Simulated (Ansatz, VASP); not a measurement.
**Two plane-wave programs on TiRh**

```
Ti Rh
1.0
     3.11520    0.00000    0.00000
     0.00000    3.11520    0.00000
     0.00000    0.00000    3.27096
Ti Rh
1 1
Direct
  0.50000 0.50000 0.50000
  0.00000 0.00000 0.00000
```

Change from the starting cell: strain +0.000 along x and y, +0.050 along z, atoms carried along.

Alike in both runs: task single point; functional LDA; k mesh 16 × 16 × 16; occupations gaussian, width 0.15 eV; no spin polarisation.

|  | VASP | Ansatz |
| --- | --- | --- |
| version | VASP 6.6.1 | Ansatz 0.2.0 |
| potentials or method | VASP PAW LDA potentials, release 64 (Ti_sv, Rh_pv) | scalar-relativistic, plane waves, PAW |
| plane-wave cutoff (eV) | 520 | 420 |
| valence electrons in the cell | 27 | 29 |

VASP gave:

| Property | Result |
| --- | --- |
| gap on the k mesh at the Fermi level (eV) | none |
| pressure (GPa) | -19.9 |
| largest component of the traceless stress (GPa) | 1.56 |

Question: What did Ansatz give for the same quantities?

Answer: gap on the k mesh at the Fermi level (eV): none; pressure (GPa): -20.3; largest component of the traceless stress (GPa): 1.56.

A gap of «none» marks a metal or a gap that the smearing closes. The two sets of potentials don't hold the same shells in valence.

Caveats: so large a pressure means that the cell lies far from this level's equilibrium, or that cutoff or potentials fall short (VASP).
